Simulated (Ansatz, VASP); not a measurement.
One calculation of Be2Ga2C3, two programs

```
Be Ga C
1.0
     2.87382    0.00000    0.00000
    -1.43691    2.48880    0.00000
     0.00000    0.00000   11.27999
Be Ga C
2 2 3
Direct
  0.33333 0.66667 0.50000
  0.66667 0.33333 0.50000
  0.00000 0.00000 0.25264
  0.00000 0.00000 0.74736
  0.00000 0.00000 0.50000
  0.33333 0.66667 0.00000
  0.66667 0.33333 0.00000
```

Alike in both runs: functional PBE; k mesh 6 × 6 × 4; occupations gaussian, width 0.1 eV; no spin polarisation.

Ansatz relaxed the structure, and its values are those at the end. VASP's run is a single point on that final structure, the one shown.

|  | VASP | Ansatz |
| --- | --- | --- |
| version | VASP 6.6.1 | Ansatz 0.2.0 |
| potentials or method | VASP PAW PBE potentials, release 64 (Be, Ga_d, C) | scalar-relativistic, plane waves, PAW |
| plane-wave cutoff (eV) | 520 | 420 |
| valence electrons in the cell | 42 | 42 |

|  | VASP | Ansatz | Ansatz less VASP |
| --- | --- | --- | --- |
| gap on the k mesh at the Fermi level (eV) | none | none | - |
| pressure (GPa) | 0.3 | 0.2 | -0.13 |

A gap of «none» marks a metal or a gap that the smearing closes. The functional is the same, so the differences come from potentials, cutoffs and numerics.

Caveats: the k mesh is coarse (spacing up to 0.42 Å⁻¹), so the values aren't converged.
